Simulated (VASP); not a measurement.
Level of theory: PBE GGA, VASP's PBE PAW potentials (set 64) (plane waves; VASP).

Input for VASP

**INCAR**
```
SYSTEM = Dy
PREC = Accurate
ENCUT = 300
EDIFF = 1E-6
NELM = 100
ALGO = Normal
LREAL = .FALSE.
LASPH = .TRUE.
ISMEAR = 0
SIGMA = 0.272
GGA = PE
LMAXMIX = 6
LWAVE = .FALSE.
LCHARG = .FALSE.
ISIF = 2
ISPIN = 2
LORBIT = 11
```

File KPOINTS:
```
Automatic mesh
0
Gamma
7 7 4
0 0 0
```

**POSCAR**
```
Dy
1
    3.5659870000     0.0000000000     0.0000000000
   -1.7829940000     3.0882350000     0.0000000000
    0.0000000000     0.0000000000     5.4621230000
Dy
2
Direct
  0.3333330000   0.6666670000   0.2500000000
  0.6666670000   0.3333330000   0.7500000000
```

POTCAR, in this order: Dy (PBE.64 set). Program: vasp_std. The INCAR's line for the spin-polarised start is left out here.

Question: What will the output report for the number of irreducible k-points (NKPTS), largest plane-wave count, number of space-group operations, FFT grid (NGX, NGY, NGZ)?

Answer: 
The number of irreducible k-points (NKPTS) is 24 and the largest plane-wave count is 723. The number of space-group operations comes out as 24. The FFT grid (NGX, NGY, NGZ) comes out as 20 × 20 × 32.

The structure comes from a computed database's Dy entry; how it stands against other phases isn't given here. The cell was not relaxed at this level.
